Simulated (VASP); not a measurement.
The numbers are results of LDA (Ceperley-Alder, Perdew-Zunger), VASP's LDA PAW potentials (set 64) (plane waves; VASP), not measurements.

The input files of a VASP run:

INCAR:
```
! general
SYSTEM  = PtS2 monolayer
PREC    = Normal
ENCUT   = 400   ! plane-wave cut-off (eV)
LREAL   = .FALSE.   ! projection in real space or not
LASPH   = .TRUE.   ! aspherical one-centre terms

! electronic loop
EDIFF   = 1E-5   ! SCF stop (eV)
NELM    = 100   ! most electronic steps
NELMIN  = 4
ALGO    = Normal   ! blocked Davidson
LMAXMIX = 6   ! l cut-off of mixed one-centre charges

! smearing
ISMEAR  = 0   ! Gaussian
SIGMA   = 0.05   ! width (eV)

! ions
IBRION  = 2
NSW     = 50   ! most ionic steps
ISIF    = 4
EDIFFG  = -0.03   ! ionic stop

! output
LWAVE   = .TRUE.
LCHARG  = .FALSE.
```

### KPOINTS
```
Regular mesh
0
G
  12 12 1
```

### POSCAR
```
PtS2 monolayer
1.0
  3.5618584793   0.0000000000   0.0000000000
 -1.7809292397   3.0846599995   0.0000000000
  0.0000000000   0.0000000000  16.4785003496
S Pt
2 1
Cart
  1.7809310206   1.0282189716   7.1964741942
 -0.0000017810   2.0564410279   9.2820261554
  0.0000000000   0.0000000000   8.2392501748
```

POTCAR, in this order: S Pt (LDA.64 set). Program: vasp_std.

Problem. What will the output report for the number of irreducible k-points (NKPTS), largest plane-wave count, number of space-group operations, FFT grid (NGX, NGY, NGZ)?

Solution. 
The number of irreducible k-points (NKPTS) is 19 and the largest plane-wave count is 3314. The number of space-group operations is 12. The FFT grid (NGX, NGY, NGZ) comes out as 18 × 18 × 84.

The cell is a sheet with vacuum, built from PtS2 (1T layered).
